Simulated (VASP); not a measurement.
**AlBN: core levels with LDA**

AlBN:

```
Al B N
1.0
     2.64562    0.00000    0.00000
     0.00000    2.64562    0.00000
     0.00000    0.00000    5.40264
Al B N
1 1 1
Direct
  0.50000 0.50000 0.00000
  0.50000 0.50000 0.50000
  0.00000 0.00000 0.00000
```

The cell was built by a generator and needn't be a form met in nature.

```json
{"Program": "VASP 6.6.1", "Task": "core levels", "Functional": "LDA", "Potentials or basis": "VASP PAW LDA potentials, release 64 (Al, B, N)", "Cutoff": "520 eV", "k mesh": "10 × 10 × 5", "Occupations": "gaussian, width 0.02 eV", "Spin": "no spin polarisation", "Further INCAR settings": "ALGO = Normal; EDIFF = 1e-07"}
```

The pressure is -5.7 GPa. The band gap on the k mesh is none (metal or under the smearing width).

Stress tensor (GPa, compression positive):
```
-7.11  0.00  0.00
 0.00 -7.11  0.00
 0.00  0.00 -2.75
```

Levels at points of the mesh, in eV from the Fermi level:
```
           k point  band 3  band 4  band 5  band 6  band 7  band 8
(0.00, 0.00, 0.00)   -5.52   -1.14   -1.14    1.45    5.06    5.67
(0.50, 0.00, 0.00)   -3.99   -2.21   -2.18   -0.74   -0.68    6.67
(0.50, 0.50, 0.00)   -5.96   -1.68   -0.35    0.08    0.08    1.75
```

Core levels (eV, on the scale of the bands):
```
atom                          levels
1 Al  1s -1491.4, 2s -96.9, 2p -59.1
 2 B                       1s -169.6
 3 N                       1s -366.9
```

Run time: 7.4 s on 1 thread of Intel(R) Xeon(R) 6975P-C (Granite Rapids), with other jobs on the host, peak memory 0.14 GiB.
